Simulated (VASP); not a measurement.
Here is the system:

```
Ni3Si
1.0
    3.39220     0.00000     0.00000
    0.00000     3.39220     0.00000
    0.00000     0.00000     3.39220
Si Ni
1 3
Direct
  0.00000   0.00000   0.00000
  0.00000   0.50000   0.50000
  0.50000   0.00000   0.50000
  0.50000   0.50000   0.00000
```

The numbers are results of PBEsol GGA, VASP's PBE PAW potentials (set 64) (plane waves; VASP 6.6.1), not measurements. Settings: 520 eV cut-off, 9×9×9 Γ-centred mesh, first-order Methfessel-Paxton smearing of 0.10 eV, potentials Si Ni.

Problem. Predict the energy per atom (σ→0), pressure, band gap (on the k-mesh) with the smallest direct gap where there is one.

Solution. 
The band gap (on the k-mesh) comes out as none (metal, semimetal or under 0.01 eV). The energy per atom (σ→0) comes out as -6.543 eV/atom and the pressure is 167.0 kbar.

Total energies compare only between runs with the same potentials, cut-off and functional.

The compound is Ni3Si in the L1_2 structure. This cell is one point of a volume scan, at 0.94 of the reference volume. The run is not spin-polarised, so no magnetic state was tried.
